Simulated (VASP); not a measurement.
An input for Ansatz (written as the equivalent of a VASP run, and not itself run):

Ansatz 0.2 input:
```yaml
crystal:
  lattice:
    - [0.0000000, 2.5267062, 2.5267062]
    - [2.5267062, 0.0000000, 2.5267062]
    - [2.5267062, 2.5267062, 0.0000000]
  atoms:
    - { symbol: Ga, position: [0.0000000, 0.0000000, 0.0000000] }
    - { symbol: P, position: [0.2500000, 0.2500000, 0.2500000] }
kpoints:
  mp_grid: { grid: [9, 9, 9] }
hamiltonian:
  xc: pbesol
  pseudopotentials: { kind: paw }
scf:
  occupations: { method: gaussian, width: 0.05 }
  max_iter: 100
relax:
  max_steps: 40
  f_tol: 0.02
  cell: { p_target: 45 }
output: { forces: true, stress: true, eigenvalues: true }
```

Q: Write the VASP files for the same calculation (PBEsol).

A: Several could match; the one computed here: 
INCAR:
```
! general
SYSTEM  = GaP
PREC    = Accurate
ENCUT   = 500
LREAL   = .False.
LASPH   = .True.

! electronic loop
EDIFF   = 1E-6
NELM    = 100
ALGO    = Normal
LMAXMIX = 4

! smearing
ISMEAR  = 0
SIGMA   = 0.05

! functional
GGA     = PS

! ions
IBRION  = 2
NSW     = 40
ISIF    = 3
EDIFFG  = -0.02
PSTRESS = 450

! output
LWAVE   = .False.
LCHARG  = .False.
```

POSCAR:
```
GaP
1
    0.0000000000     2.5267062440     2.5267062440
    2.5267062440     0.0000000000     2.5267062440
    2.5267062440     2.5267062440     0.0000000000
Ga P
1 1
Direct
  0.0000000000   0.0000000000   0.0000000000
  0.2500000000   0.2500000000   0.2500000000
```

KPOINTS:
```
Regular mesh
0
gamma
  9 9 9
0 0 0
```

POTCAR, in this order: Ga_d P (PBE.64 set). Program: vasp_std.

The two are equivalent in intent, not identical: each code has its own PAW files, so the cut-off isn't converted (ENCUT is set for VASP's; basis.ecutwfc is left out, and Ansatz then takes the one that its files recommend); Ansatz stops its SCF on the density residual and VASP on the energy change (EDIFF).

The compound is GaP in the zinc blende structure. This run relaxes it under an external pressure of 45 GPa. Symmetry was kept, so distortions that lower it aren't found.
